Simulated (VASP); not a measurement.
An input for Quantum ESPRESSO's pw.x (written as the equivalent of a VASP run, and not itself run):

```
&CONTROL
  calculation = 'vc-relax'
  pseudo_dir = './pseudo'
  outdir = './out'
  tprnfor = .true.
  tstress = .true.
  nstep = 30
  forc_conv_thr = 0.00039
/
&SYSTEM
  ibrav = 0
  nat = 4
  ntyp = 2
  ecutwfc = 84
  occupations = 'smearing'
  smearing = 'gaussian'
  degauss = 0.003675
  input_dft = 'vdw-df-obk8'
/
&ELECTRONS
  conv_thr = 7.3e-09
  electron_maxstep = 100
/
&IONS
/
&CELL
  cell_dofree = 'shape'
/
ATOMIC_SPECIES
  B 10.810 B.upf
  N 14.007 N.upf
CELL_PARAMETERS angstrom
     1.3020529   -2.2552221    0.0000000
     1.3020529    2.2552221    0.0000000
     0.0000000    0.0000000    4.3083238
ATOMIC_POSITIONS crystal
  B    0.6666670  0.3333330  0.5002750
  B    0.3333330  0.6666670  0.0002750
  N    0.6666670  0.3333330  0.8747250
  N    0.3333330  0.6666670  0.3747250
K_POINTS automatic
  10 10 5 0 0 0
```

Q: Write the VASP files for the same calculation (optB88-vdW).

A: Several could match; the one computed here: 
### KPOINTS
```
kpoints
0
G
 10 10 5
```

### INCAR
```
# general
SYSTEM    =  BN
PREC      =  Accurate
ENCUT     =  520
LREAL     =  F   # projection in real space or not
LASPH     =  T   # aspherical one-centre terms

# electronic loop
EDIFF     =  1E-7   # SCF stop (eV)
NELM      =  100   # most electronic steps
ALGO      =  Normal   # blocked Davidson

# smearing
ISMEAR    =  0
SIGMA     =  0.05   # width (eV)

# functional
GGA       =  BO
LUSE_VDW  =  T
AGGAC     =  0.0
PARAM1    =  0.1833333333
PARAM2    =  0.22

# ions
IBRION    =  2   # conjugate gradients
NSW       =  30
ISIF      =  4   # ions and shape, fixed volume
EDIFFG    =  -0.01

# output
LWAVE     =  F
LCHARG    =  F
```

**POSCAR**
```
BN
1.0
  1.3020529474  -2.2552220848   0.0000000000
  1.3020529474   2.2552220848   0.0000000000
  0.0000000000   0.0000000000   4.3083237867
B N
2 2
Cart
  1.3020529474  -0.7517421984   2.1553468181
  1.3020529474   0.7517421984   0.0011849248
  1.3020529474  -0.7517421984   3.7685983886
  1.3020529474   0.7517421984   1.6144364953
```

POTCAR, in this order: B N (PBE.64 set). Program: vasp_std.

What does not carry over: the potentials are each code's own (VASP's PAW set, PseudoDojo norm-conserving files in pw.x), so ENCUT and ecutwfc are chosen apart and not converted; conv_thr bounds pw.x's estimated SCF error, while EDIFF bounds the energy change between steps; forc_conv_thr acts on force components and is met together with etot_conv_thr.

The compound is BN in the wurtzite structure, a metastable high-pressure form. This cell is one point of a volume scan, at 1.06 of the reference volume. Symmetry was kept, so distortions that lower it aren't found.
